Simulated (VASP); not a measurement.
Level of theory: r2SCAN meta-GGA, VASP's PBE PAW potentials (set 64) (plane waves; VASP).

The input files of a VASP run:

### POSCAR
```
ZnCu2SnS4
1
    7.6010926052     0.0000000000     0.0000000000
    0.0000000000     6.6004572350     0.0000000000
    0.0000000000     0.0000000000     6.2974931680
Zn Cu Sn S
2 4 2 8
Direct
  0.5000000000   0.8350957838   0.5010235428
  1.0000000000   0.1649042162   0.0010235428
  0.2499327251   0.3315884611   0.4962101579
  0.2500672749   0.6684115389   0.9962101579
  0.7500672749   0.3315884611   0.4962101579
  0.7499327251   0.6684115389   0.9962101579
  0.5000000000   0.1644990054   0.0007134199
  1.0000000000   0.8355009946   0.5007134199
  0.2431069621   0.3440966831   0.1338131980
  0.2568930379   0.6559033169   0.6338131980
  0.7568930379   0.3440966831   0.1338131980
  0.7431069621   0.6559033169   0.6338131980
  0.5000000000   0.1721571022   0.6136393421
  1.0000000000   0.8278428978   0.1136393421
  0.5000000000   0.8181458826   0.1296869833
  1.0000000000   0.1818541174   0.6296869833
```

### INCAR
```
! general
SYSTEM  = ZnCu2SnS4
PREC    = Accurate
ENCUT   = 400
LREAL   = Auto
LASPH   = T

! electronic loop
EDIFF   = 1E-6
NELM    = 100
ALGO    = Normal
LMAXMIX = 4
LMIXTAU = T

! smearing
ISMEAR  = 0
SIGMA   = 0.05

! functional
METAGGA = R2SCAN

! ions
IBRION  = 2
NSW     = 60
ISIF    = 3
EDIFFG  = -0.02

! output
LWAVE   = F
LCHARG  = F
```

### KPOINTS
```
Automatic mesh
0
Gamma
3 3 3
0 0 0
```

POTCAR, in this order: Zn Cu Sn_d S (PBE.64 set). Program: vasp_std.

Output of the run:

**OSZICAR**
```
       N       E                     dE             d eps       ncg     rms          rms(c)
DAV:   1     0.140896946313E+04    0.14090E+04   -0.53528E+04  1390   0.185E+03
DAV:   2     0.113983316246E+03   -0.12950E+04   -0.12424E+04  1376   0.534E+02
DAV:   3    -0.180681499798E+03   -0.29466E+03   -0.28290E+03  1616   0.240E+02
DAV:   4    -0.211894027185E+03   -0.31213E+02   -0.30698E+02  1952   0.808E+01
DAV:   5    -0.212981099982E+03   -0.10871E+01   -0.10804E+01  2048   0.181E+01    0.253E+01
DAV:   6    -0.198587281984E+03    0.14394E+02   -0.82526E+01  1872   0.116E+02    0.199E+01
DAV:   7    -0.187893638302E+03    0.10694E+02   -0.21716E+01  1928   0.872E+01    0.137E+01
DAV:   8    -0.183885022100E+03    0.40086E+01   -0.11692E+01  2176   0.336E+01    0.625E+00
DAV:   9    -0.182330570658E+03    0.15545E+01   -0.21836E+00  2048   0.191E+01    0.137E+00
DAV:  10    -0.183587492390E+03   -0.12569E+01   -0.86229E-01  1672   0.402E+00    0.943E-01
DAV:  11    -0.183680013225E+03   -0.92521E-01   -0.12106E-01  1872   0.258E+00    0.504E-01
DAV:  12    -0.183651076940E+03    0.28936E-01   -0.85375E-02  1472   0.124E+00    0.415E-01
DAV:  13    -0.183724609404E+03   -0.73532E-01   -0.54857E-02  1824   0.136E+00    0.104E-01
DAV:  14    -0.183726131751E+03   -0.15223E-02   -0.37378E-03  1896   0.352E-01    0.134E-01
DAV:  15    -0.183724685479E+03    0.14463E-02   -0.46754E-04  1688   0.103E-01    0.106E-01
DAV:  16    -0.183724917064E+03   -0.23158E-03   -0.89038E-04  1952   0.269E-01    0.132E-01
DAV:  17    -0.183726616331E+03   -0.16993E-02   -0.10770E-03  1472   0.136E-01    0.869E-02
DAV:  18    -0.183726663165E+03   -0.46834E-04   -0.83734E-05  1952   0.513E-02    0.613E-02
DAV:  19    -0.183726666664E+03   -0.34993E-05   -0.45868E-06  1472   0.141E-02    0.435E-02
DAV:  20    -0.183726665509E+03    0.11552E-05   -0.11785E-06   856   0.137E-02    0.365E-02
DAV:  21    -0.183726681454E+03   -0.15945E-04   -0.10412E-05  1632   0.142E-02    0.104E-02
DAV:  22    -0.183726683004E+03   -0.15499E-05   -0.15383E-06  1008   0.975E-03    0.539E-03
DAV:  23    -0.183726682766E+03    0.23736E-06   -0.97160E-07   832   0.487E-03
   1 F= -.18372668E+03 E0= -.18372668E+03  d E =-.183727E+03
       N       E                     dE             d eps       ncg     rms          rms(c)
DAV:   1    -0.183730021701E+03   -0.33387E-02   -0.10068E-01  1984   0.286E+00    0.479E-01
DAV:   2    -0.183728289299E+03    0.17324E-02   -0.35896E-02  1672   0.268E+00    0.236E-01
DAV:   3    -0.183726990872E+03    0.12984E-02   -0.84574E-03  1928   0.145E+00    0.126E-01
DAV:   4    -0.183726862464E+03    0.12841E-03   -0.76771E-04  1968   0.189E-01    0.536E-02
DAV:   5    -0.183726818639E+03    0.43825E-04   -0.98301E-05  2256   0.123E-01    0.189E-02
DAV:   6    -0.183726816854E+03    0.17844E-05   -0.36674E-05  1592   0.297E-02    0.102E-02
DAV:   7    -0.183726814163E+03    0.26913E-05   -0.12906E-05  1456   0.174E-02    0.619E-03
DAV:   8    -0.183726815412E+03   -0.12491E-05   -0.10747E-05  1408   0.153E-02    0.291E-03
DAV:   9    -0.183726818364E+03   -0.29516E-05   -0.47711E-06  1352   0.946E-03    0.110E-03
DAV:  10    -0.183726818997E+03   -0.63369E-06   -0.59666E-07   856   0.480E-03
   2 F= -.18372682E+03 E0= -.18372682E+03  d E =-.136231E-03
```

File OUTCAR:
```
------------------------ aborting loop because EDIFF is reached ----------------------------------------
  FORCE on cell =-STRESS in cart. coord.  units (eV):
  Direction    XX          YY          ZZ          XY          YZ          ZX
  --------------------------------------------------------------------------------------
  Total       -0.1806775     -0.0990582     -0.1031512      0.0000000      0.0000000      0.0000000
  in kB       -0.9148962     -0.5016009     -0.5223268      0.0000000      0.0000000      0.0000000
  external PRESSURE =      -0.6462746 kB  Pullay stress =       0.0000000 kB
  volume of cell :      316.40
      direct lattice vectors                 reciprocal lattice vectors
     7.603658628  0.000000000  0.000000000     0.131515636  0.000000000  0.000000000
     0.000000000  6.604576158  0.000000000     0.000000000  0.151410170  0.000000000
     0.000000000  0.000000000  6.300502749     0.000000000  0.000000000  0.158717493
 POSITION                                       TOTAL-FORCE (eV/Angst)
 -----------------------------------------------------------------------------------
      3.80183      5.51576      3.15601         0.000000      0.001517     -0.010625
      0.00000      1.08882      0.00576         0.000000     -0.001517     -0.010625
      1.90114      2.18936      3.12653         0.014935     -0.010602      0.001595
      1.90069      4.41522      6.27678        -0.014935      0.010602      0.001595
      5.70252      2.18936      3.12653        -0.014935     -0.010602      0.001595
      5.70297      4.41522      6.27678         0.014935      0.010602      0.001595
      3.80183      1.08569      0.00436         0.000000     -0.003653      0.010668
      0.00000      5.51888      3.15461         0.000000      0.003653      0.010668
      1.84812      2.27314      0.84288         0.001379      0.002896     -0.005799
      1.95371      4.33144      3.99313        -0.001379     -0.002896     -0.005799
      5.75554      2.27314      0.84288        -0.001379      0.002896     -0.005799
      5.64995      4.33144      3.99313         0.001379     -0.002896     -0.005799
      3.80183      1.13650      3.86713         0.000000     -0.012713      0.010786
      0.00000      5.46808      0.71688         0.000000      0.012713      0.010786
      3.80183      5.40343      0.81714         0.000000      0.001930     -0.002421
      0.00000      1.20115      3.96739         0.000000     -0.001930     -0.002421
 -----------------------------------------------------------------------------------
    total drift:                                0.000000      0.000000     -0.098617
  FREE ENERGIE OF THE ION-ELECTRON SYSTEM (eV)
  ---------------------------------------------------
  free  energy   TOTEN  =      -183.7268189973 eV

  energy  without entropy=     -183.7268189973  energy(sigma->0) =     -183.72681900

 reached required accuracy - stopping structural energy minimisation
```
(Selected blocks of OUTCAR.)

**CONTCAR**
```
ZnCu2SnS4
   1.00000000000000
     7.6036586282369587    0.0000000000000000    0.0000000000000000
     0.0000000000000000    6.6045761582149805    0.0000000000000000
     0.0000000000000000    0.0000000000000000    6.3005027494013728
  Zn              Cu              Sn              S
     2     4     2     8
Direct
     0.5000000000000000    0.8351415751794788    0.5009137372824165
     0.0000000000000000    0.1648584248205212    0.0009137372824165
     0.2500299860272095    0.3314912253366806    0.4962346715199829
     0.2499700139727905    0.6685087746633194    0.9962346715199829
     0.7499700139727905    0.3314912253366806    0.4962346715199829
     0.7500299860272095    0.6685087746633194    0.9962346715199829
     0.5000000000000000    0.1643849416403600    0.0006920759574209
     0.0000000000000000    0.8356150583596400    0.5006920759574209
     0.2430570951204591    0.3441764403633400    0.1337790233135415
     0.2569429048795409    0.6558235596366601    0.6337790233135415
     0.7569429048795409    0.3441764403633400    0.1337790233135415
     0.7430570951204591    0.6558235596366601    0.6337790233135415
     0.5000000000000000    0.1720773296621478    0.6137818995997526
     0.0000000000000000    0.8279226703378522    0.1137818995997526
     0.5000000000000000    0.8181337095465391    0.1296948973933614
     0.0000000000000000    0.1818662904534609    0.6296948973933614
```

The structure comes from a computed database's ZnCu2SnS4 entry (Pmn2_1); how it stands against other phases isn't given here. This run relaxes it. Symmetry was kept, so distortions that lower it aren't found. The start is the result of an earlier pass.
